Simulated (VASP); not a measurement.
Given:

```
CELL_PARAMETERS angstrom
     -1.39978     1.39978     1.39978
      1.39978    -1.39978     1.39978
      1.39978     1.39978    -1.39978
ATOMIC_POSITIONS crystal
  Fe 0.00000 0.00000 0.00000
```
Starting moments (μB, in the order of the record's atoms Fe): 2.7.

These are r2SCAN meta-GGA, VASP's PBE PAW potentials (set 64) (plane waves; VASP) values and carry that method's errors. Run with 520 eV cut-off, 18×18×18 Γ-centred mesh, first-order Methfessel-Paxton smearing of 0.10 eV, potentials Fe.

**Question.** Give the stress tensor in GPa (positive for a compressed cell).

**Answer.** 
```
14.48   0.00   0.00
 0.00  14.48   0.00
 0.00   0.00  14.48
```
The pressure is its mean diagonal, 14.48 GPa.

The compound is Fe in the bcc structure. This cell is one point of a volume scan, at 0.94 of the reference volume.
